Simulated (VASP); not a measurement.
# Yb2P2RuPt: phonons from a supercell, part 3 of 3

Wanted: whether Yb2P2RuPt is dynamically stable, and its vibrational spectrum. The cell is invented: it takes the structure of a Materials Project entry for YbPPt (space group 187 there), with some of its atoms replaced by other elements, volume scaled by an estimate. It may not be a known or stable phase.

VASP 6.6.1; PBE, 4f electrons in the core; plane waves and PAW (Pt, Yb_2, Ru, P); invented cell.

Still holding for the runs below: The data set Yb_2 holds the 4f electrons frozen in the core, so no f bands or f moments appear.

So far. Step 2 (Relax the host): The run ended after 10 ionic steps, 0.042 eV below its first step, once forces and stress met EDIFFG = -0.02. Step 3 (Tight relaxation): The run ended after 9 ionic steps, 0.011 eV below its first step, once forces and stress met EDIFFG = -0.002.

## (4) Force constants in the supercell (continued)

OUTCAR, selected parts (step 4):

```text
  LATTYP: Found a hexagonal cell.
 ALAT       =     8.0098202960
 C/A-ratio  =     1.0495949169

The static configuration has the point symmetry D_3h.

 Found     15 irreducible k-points:

   k-points           NKPTS =     15   k-points in BZ     NKDIM =     15   number of bands    NBANDS=    112

   dimension x,y,z NGX =    50 NGY =   50 NGZ =   54
   dimension x,y,z NGXF=   100 NGYF=  100 NGZF=  108

   ENCUT  =  350.0 eV  25.72 Ry    5.07 a.u.  12.22 12.22 12.82*2*pi/ulx,y,z

   NELECT =     176.0000    total number of electrons

 E-fermi :   5.7652

 k-point     1 :       0.0000    0.0000    0.0000
  band No.  band energies     occupation
    ...
     85       5.2676      2.00244
     86       5.2676      2.00244
     87       5.6402      1.86188
     88       5.6403      1.86161
     89       5.6403      1.86161
     90       6.2339     -0.00453
     91       6.2341     -0.00451
     92       6.2341     -0.00451
     93       6.7164     -0.00000
     94       6.7164     -0.00000
    ...

 k-point     2 :       0.2000    0.0000    0.0000
  band No.  band energies     occupation
    ...
     84       4.9780      2.00000
     85       5.3160      2.00667
     86       5.3162      2.00670
     87       5.6481      1.82712
     88       5.6481      1.82700
     89       5.9815     -0.06329
     90       6.1095     -0.03527
     91       6.3405     -0.00037
     92       6.3407     -0.00037
     93       6.6183     -0.00000
    ...

  energy-cutoff  :      350.00
  volume of cell :      467.11
      direct lattice vectors                 reciprocal lattice vectors
     8.009820296  0.000000012  0.000000000     0.124846746  0.072080320  0.000000000
    -4.004911127  6.936707831  0.000000000    -0.000000000  0.144160605  0.000000000
     0.000000000  0.000000000  8.407066668     0.000000000  0.000000000  0.118947552

 POSITION                                       TOTAL-FORCE (eV/Angst)
 -----------------------------------------------------------------------------------
     -0.00000      2.31224      0.00000         0.000413     -0.000239      0.004190
     -2.00246      5.78059      0.00000        -0.000000      0.000477      0.004190
      4.00491      2.31224      0.00000        -0.000413     -0.000239      0.004190
      2.00245      5.78059      0.00000        -0.000000      0.000000     -0.000003
      0.00000      0.00000      2.07227         0.002400      0.001386     -0.005383
     -2.00246      3.46835      2.07227        -0.000000      0.000000     -0.000295
      4.00491      0.00000      2.07227        -0.002400      0.001386     -0.005383
      2.00245      3.46835      2.07227         0.000000     -0.002771     -0.005383
      0.00000      0.00000      6.33480        -0.002429     -0.001402     -0.005001
     -2.00246      3.46835      6.33480        -0.000000      0.000000      0.000070
      4.00491      0.00000      6.33480         0.002429     -0.001402     -0.005001
      2.00245      3.46835      6.33480        -0.000000      0.002804     -0.005001
     -0.00000      2.31224      4.20353         0.000017     -0.000010     -0.005387
     -2.00246      5.78059      4.20353        -0.000000      0.000020     -0.005387
      4.00491      2.31224      4.20353        -0.000017     -0.000010     -0.005387
      2.00245      5.78059      4.20353        -0.000000      0.000000     -0.000718
      2.00245      1.15612      4.20353        -0.000000      0.000000      0.002069
     -0.00000      4.62447      4.20353        -0.000100     -0.000058      0.001503
      6.00737      1.15612      4.20353        -0.000000      0.000115      0.001503
      4.00491      4.62447      4.20353         0.000100     -0.000058      0.001503
      2.00245      1.15612     -0.01500        -0.000000      0.000000      0.023881
     -0.00000      4.62447      0.00000        -0.000091     -0.000053      0.001745
      6.00737      1.15612      0.00000        -0.000000      0.000105      0.001745
      4.00491      4.62447      0.00000         0.000091     -0.000053      0.001745
 -----------------------------------------------------------------------------------
    total drift:                               -0.000024      0.000026      0.000048

  FREE ENERGIE OF THE ION-ELECTRON SYSTEM (eV)
  ---------------------------------------------------
  free  energy   TOTEN  =      -139.4618679346 eV

  energy  without entropy=     -139.4395172520  energy(sigma->0) =     -139.45441771

 Eigenvectors and eigenvalues of the dynamical matrix
 ----------------------------------------------------

   1 f  =   11.255416 THz    70.719868 2PiTHz  375.440282 cm-1    46.548641 meV
             X         Y         Z           dx          dy          dz
     -0.000000  2.312236  0.000000    -0.076050    0.131723    0.000000
     -2.002456  5.780590  0.000000    -0.076050    0.131723    0.000000
      4.004910  2.312236  0.000000     0.076050   -0.131723   -0.000000
      2.002454  5.780590  0.000000     0.076050   -0.131723   -0.000000
      0.000000  0.000000  2.072270     0.005368   -0.009297    0.000000
     -2.002456  3.468354  2.072270     0.005368   -0.009297    0.000000
      4.004910  0.000000  2.072270    -0.005368    0.009297   -0.000000
      2.002455  3.468354  2.072270    -0.005368    0.009297   -0.000000
[...]
-2.002456  3.468354  6.334796    -0.010736   -0.000000    0.000000
      4.004910  0.000000  6.334796     0.010736    0.000000   -0.000000
      2.002455  3.468354  6.334796    -0.010736   -0.000000    0.000000
     -0.000000  2.312236  4.203533     0.006666   -0.000000   -0.000000
     -2.002456  5.780590  4.203533    -0.006666    0.000000   -0.000000
      4.004910  2.312236  4.203533     0.006666   -0.000000    0.000000
      2.002454  5.780590  4.203533    -0.006666    0.000000   -0.000000
      2.002455  1.156118  4.203533    -0.005383   -0.000000    0.000000
     -0.000001  4.624472  4.203533     0.005383    0.000000   -0.000000
      6.007365  1.156118  4.203533    -0.005383   -0.000000    0.000000
      4.004910  4.624472  4.203533     0.005383    0.000000   -0.000000
      2.002455  1.156118  0.000000    -0.475985    0.000003   -0.000000
     -0.000001  4.624472  0.000000     0.475985   -0.000003   -0.000000
      6.007365  1.156118  0.000000    -0.475985    0.000003   -0.000000
      4.004910  4.624472  0.000000     0.475985   -0.000003    0.000000

   3 f  =   11.255415 THz    70.719859 2PiTHz  375.440237 cm-1    46.548636 meV
             X         Y         Z           dx          dy          dz
     -0.000000  2.312236  0.000000    -0.076050   -0.131723   -0.000000
     -2.002456  5.780590  0.000000     0.076050    0.131723    0.000000
      4.004910  2.312236  0.000000     0.076050    0.131723    0.000000
      2.002454  5.780590  0.000000    -0.076050   -0.131723    0.000000
      0.000000  0.000000  2.072270     0.005368    0.009297    0.000000
     -2.002456  3.468354  2.072270    -0.005368   -0.009297   -0.000000
      4.004910  0.000000  2.072270    -0.005368   -0.009297   -0.000000
      2.002455  3.468354  2.072270     0.005368    0.009297    0.000000
      0.000000  0.000000  6.334796     0.005368    0.009297   -0.000000
     -2.002456  3.468354  6.334796    -0.005368   -0.009297    0.000000
      4.004910  0.000000  6.334796    -0.005368   -0.009297    0.000000
      2.002455  3.468354  6.334796     0.005368    0.009297   -0.000000
     -0.000000  2.312236  4.203533    -0.003333   -0.005773   -0.000000
     -2.002456  5.780590  4.203533     0.003333    0.005773    0.000000
      4.004910  2.312236  4.203533     0.003333    0.005773   -0.000000
      2.002454  5.780590  4.203533    -0.003333   -0.005773    0.000000
      2.002455  1.156118  4.203533    -0.002691   -0.004662    0.000000
     -0.000001  4.624472  4.203533     0.002691    0.004662    0.000000
      6.007365  1.156118  4.203533     0.002691    0.004662    0.000000
      4.004910  4.624472  4.203533    -0.002691   -0.004662   -0.000000
      2.002455  1.156118  0.000000    -0.237991   -0.412216    0.000000
     -0.000001  4.624472  0.000000     0.237991    0.412216   -0.000000
      6.007365  1.156118  0.000000     0.237991    0.412216    0.000000
      4.004910  4.624472  0.000000    -0.237991   -0.412216   -0.000000

   4 f  =   11.123391 THz    69.890325 2PiTHz  371.036378 cm-1    46.002627 meV
             X         Y         Z           dx          dy          dz
     -0.000000  2.312236  0.000000     0.051742   -0.029874    0.000000
     -2.002456  5.780590  0.000000    -0.051742    0.029874    0.000000
      4.004910  2.312236  0.000000    -0.051742    0.029874    0.000000
      2.002454  5.780590  0.000000     0.051742   -0.029874    0.000000
      0.000000  0.000000  2.072270    -0.006758    0.003902   -0.016459
     -2.002456  3.468354  2.072270     0.006758   -0.003902    0.016459
      4.004910  0.000000  2.072270     0.006758   -0.003902    0.016459
      2.002455  3.468354  2.072270    -0.006758    0.003902   -0.016459
      0.000000  0.000000  6.334796    -0.006758    0.003902    0.016459
     -2.002456  3.468354  6.334796     0.006758   -0.003902   -0.016459
      4.004910  0.000000  6.334796     0.006758   -0.003902   -0.016459
      2.002455  3.468354  6.334796    -0.006758    0.003902    0.016459
     -0.000000  2.312236  4.203533    -0.008691    0.005018    0.000000
     -2.002456  5.780590  4.203533     0.008691   -0.005018   -0.000000
      4.004910  2.312236  4.203533     0.008691   -0.005018   -0.000000
      2.002454  5.780590  4.203533    -0.008691    0.005018    0.000000
      2.002455  1.156118  4.203533     0.015051   -0.008690    0.000000
     -0.000001  4.624472  4.203533    -0.015051    0.008690   -0.000000
      6.007365  1.156118  4.203533    -0.015051    0.008690   -0.000000
      4.004910  4.624472  4.203533     0.015051   -0.008690    0.000000
      2.002455  1.156118  0.000000    -0.428980    0.247670   -0.000000
     -0.000001  4.624472  0.000000     0.428980   -0.247670    0.000000
      6.007365  1.156118  0.000000     0.428980   -0.247670    0.000000
      4.004910  4.624472  0.000000    -0.428980    0.247670    0.000000

   5 f  =   11.123390 THz    69.890321 2PiTHz  371.036355 cm-1    46.002624 meV
             X         Y         Z           dx          dy          dz
     -0.000000  2.312236  0.000000    -0.000001    0.059747   -0.000000
     -2.002456  5.780590  0.000000     0.000001   -0.059747   -0.000000
      4.004910  2.312236  0.000000    -0.000001    0.059747   -0.000000
      2.002454  5.780590  0.000000     0.000001   -0.059747   -0.000000
      0.000000  0.000000  2.072270    -0.000000    0.007804    0.016459
     -2.002456  3.468354  2.072270     0.000000   -0.007804   -0.016459
    [... 1824 further lines ...]
     -0.000001  4.624472  0.000000    -0.075604    0.072615   -0.000000
      6.007365  1.156118  0.000000    -0.075604    0.072615   -0.000000
      4.004910  4.624472  0.000000    -0.075604    0.072615   -0.000000

 ELASTIC MODULI CONTR FROM IONIC RELAXATION (kBar)
 Direction    XX          YY          ZZ          XY          YZ          ZX
 --------------------------------------------------------------------------------
 XX           0.0000      0.0000      0.0000      0.0000      0.0000      0.0000
 YY           0.0000      0.0000      0.0000      0.0000      0.0000      0.0000
 ZZ           0.0000      0.0000      0.0000      0.0000      0.0000      0.0000
 XY           0.0000      0.0000      0.0000      0.0000      0.0000      0.0000
 YZ           0.0000      0.0000      0.0000      0.0000      0.0000      0.0000
 ZX           0.0000      0.0000      0.0000      0.0000      0.0000      0.0000
 --------------------------------------------------------------------------------

[... 1 part as in an earlier step ...]

[... 7 further parts left out ...]
```

CONTCAR:

```
Yb2P2RuPt
   1.00000000000000
     8.0098202959999991    0.0000000122000000    0.0000000000000000
    -4.0049111269999997    6.9367078311999997    0.0000000000000000
     0.0000000000000000    0.0000000000000000    8.4070666679000006
  Pt              Yb              Ru              P
     4     8     4     8
Direct
     0.1666666650000010    0.3333333349999990    0.0000000000000000
     0.1666666650000010    0.8333333349999990    0.0000000000000000
     0.6666666650000010    0.3333333349999990    0.0000000000000000
     0.6666666650000010    0.8333333349999990    0.0000000000000000
     0.0000000000000000    0.0000000000000000    0.2464914898000004
     0.0000000000000000    0.5000000000000000    0.2464914898000004
     0.5000000000000000    0.0000000000000000    0.2464914898000004
     0.5000000000000000    0.5000000000000000    0.2464914898000004
     0.0000000000000000    0.0000000000000000    0.7535085101999996
     0.0000000000000000    0.5000000000000000    0.7535085101999996
     0.5000000000000000    0.0000000000000000    0.7535085101999996
     0.5000000000000000    0.5000000000000000    0.7535085101999996
     0.1666666650000010    0.3333333349999990    0.5000000000000000
     0.1666666650000010    0.8333333349999990    0.5000000000000000
     0.6666666650000010    0.3333333349999990    0.5000000000000000
     0.6666666650000010    0.8333333349999990    0.5000000000000000
     0.3333333349999990    0.1666666650000010    0.5000000000000000
     0.3333333349999990    0.6666666650000010    0.5000000000000000
     0.8333333349999990    0.1666666650000010    0.5000000000000000
     0.8333333349999990    0.6666666650000010    0.5000000000000000
     0.3333333349999990    0.1666666650000010   -0.0017842132806289
     0.3333333349999990    0.6666666650000010    0.0000000000000000
     0.8333333349999990    0.1666666650000010    0.0000000000000000
     0.8333333349999990    0.6666666650000010    0.0000000000000000
```

The last energy, forces, stress and levels in OUTCAR belong to the last displaced cell, not to the cell of POSCAR.

This step gave:

```yaml
electrons: 176
lowest_frequency: -107.8 cm⁻¹
highest_frequency: 384.1 cm⁻¹
```

No long-range dipole term. Phonon branches along the path, in cm⁻¹:

| point | branch 1 | branch 2 | branch 3 | branch 4 | branch 15 | branch 16 | branch 17 | branch 18 |
| --- | --- | --- | --- | --- | --- | --- | --- | --- |
| Γ | 0 | 0 | 0 | 59 | 316 | 316 | 353 | 353 |
| 0.53 of the way | 43 | 47 | 52 | 63 | 314 | 333 | 362 | 365 |
| M | 39 | 40 | 63 | 68 | 319 | 345 | 371 | 375 |
| 0.47 of the way | -83 | 39 | 66 | 67 | 310 | 351 | 368 | 380 |
| K | -108 | 37 | 65 | 70 | 303 | 357 | 367 | 384 |
| 0.47 of the way | -43 | 43 | 57 | 57 | 311 | 340 | 363 | 370 |
| Γ | 0 | 0 | 0 | 59 | 316 | 316 | 353 | 353 |
| 0.53 of the way | 20 | 20 | 30 | 50 | 316 | 316 | 353 | 353 |
| A | 33 | 33 | 39 | 39 | 316 | 316 | 353 | 353 |
| 0.47 of the way | 42 | 49 | 54 | 57 | 314 | 330 | 360 | 363 |
| L | 28 | 54 | 63 | 68 | 319 | 345 | 371 | 375 |
| 0.53 of the way | -89 | 44 | 67 | 69 | 309 | 353 | 368 | 381 |
| H | -108 | 42 | 70 | 70 | 303 | 357 | 367 | 384 |
| 0.53 of the way | -17 | 45 | 53 | 60 | 311 | 335 | 361 | 367 |
| A | 33 | 33 | 39 | 39 | 316 | 316 | 353 | 353 |
| jump to L | 28 | 54 | 63 | 68 | 319 | 345 | 371 | 375 |
| 0.47 of the way | 31 | 49 | 63 | 68 | 319 | 345 | 371 | 375 |
| M | 39 | 40 | 63 | 68 | 319 | 345 | 371 | 375 |
| jump to K | -108 | 37 | 65 | 70 | 303 | 357 | 367 | 384 |
| 0.53 of the way | -108 | 40 | 67 | 70 | 303 | 357 | 367 | 384 |
| H | -108 | 42 | 70 | 70 | 303 | 357 | 367 | 384 |

The density of states is left out, since its tetrahedron sum missed flat branches.

## (5) What came out

```json
{
 "highest frequency": "384 cm⁻¹",
 "lowest frequency": "-108 cm⁻¹"
}
```

**Reading.** The spectrum reaches 384 cm⁻¹, and its lowest point lies at -108 cm⁻¹. At the wave vectors that fit the supercell, which are computed directly, every mode is real; only interpolated points are imaginary, so stability is left open here. Frequencies between the wave vectors that fit the supercell are interpolated.

[Lines on the potential files, build, host, timing and source positions are cut from VASP's logs without a mark.]

[Logs are printed without paths, hosts, clocks, repeated set-up lines and the standing remarks that a program may print on its own settings, such as how far it seeks lower states.]

[Hosts, paths, dates, database ids (printed as entryN), source tags and the programs' standing remarks are cut or masked in the printed files.]

[Runs that stopped without an error message from VASP are left out.]
